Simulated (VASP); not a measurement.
Data:

```yaml
crystal:
  lattice:
    - [3.94530, 0.00000, 0.00000]
    - [0.00000, 3.94530, 0.00000]
    - [0.00000, 0.00000, 3.94530]
  atoms:
    - { symbol: Ti, position: [0.00000, 0.00000, 0.00000] }
    - { symbol: Pt, position: [0.00000, 0.50000, 0.50000] }
    - { symbol: Pt, position: [0.50000, 0.00000, 0.50000] }
    - { symbol: Pt, position: [0.50000, 0.50000, 0.00000] }
```

Method: PBE GGA, VASP's PBE PAW potentials (set 64) (plane waves; VASP). Settings: 400 eV cut-off, 9×9×9 Γ-centred mesh, tetrahedra with Blöchl corrections, potentials Ti_sv Pt.

Problem. The job: Pt3Ti (L1_2), 4 atoms, PBE, static run, 400 eV, 9×9×9 Γ-centred mesh. Roughly how much core time does it take on a busy server core?

Solution. About 20 core-seconds (one run on a shared machine, a rough figure). It had 35 irreducible k-points, 25 bands, up to 1141 plane waves and 18 electronic steps.

The compound is Pt3Ti in the L1_2 structure. It was relaxed first.
